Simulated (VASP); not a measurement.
A run of VASP 6.6.1:

Contents of INCAR:

```
PREC = Accurate ; ENCUT = 520
EDIFF = 1E-6 ; ISMEAR = 0
SIGMA = 0.1 ; LREAL = F
LASPH = T ; NELM = 100
ALGO = Normal ; ISIF = 2
LWAVE = F ; LCHARG = F
LDIPOL = T ; IDIPOL = 3
DIPOL = 0.5 0.5 0.500 ; GGA = PE
NBANDS = 14
```

KPOINTS

```
Automatic mesh
0
Gamma
  6 6 1
```

Contents of POSCAR:

```
SrAl
1.0
    3.3506810000      0.0000000000      0.0000000000
   -1.6753410000      2.9017750000      0.0000000000
    0.0000000000      0.0000000000     17.0000000000
Sr Al
1 1
Direct
    0.0000000000      0.0000000000      0.4236067300
    0.0000000000      0.0000000000      0.5763932700
```

Potentials or basis: VASP PAW PBE potentials, release 64 (Sr_sv, Al).

Launch:

```sh
$ cat potpaw_PBE.64/Sr_sv/POTCAR potpaw_PBE.64/Al/POTCAR > POTCAR
$ mpirun -np 1 vasp_std > vasp.out
```

Hardware: 1 thread of Intel(R) Xeon(R) 6975P-C (Granite Rapids), on a shared host.

Question: How long does it take, and how much memory?

Answer: Run time: 18 s on 1 thread of Intel(R) Xeon(R) 6975P-C (Granite Rapids), with other jobs on the host, peak memory 0.29 GiB. Counts: scf iterations 22, k points 7.
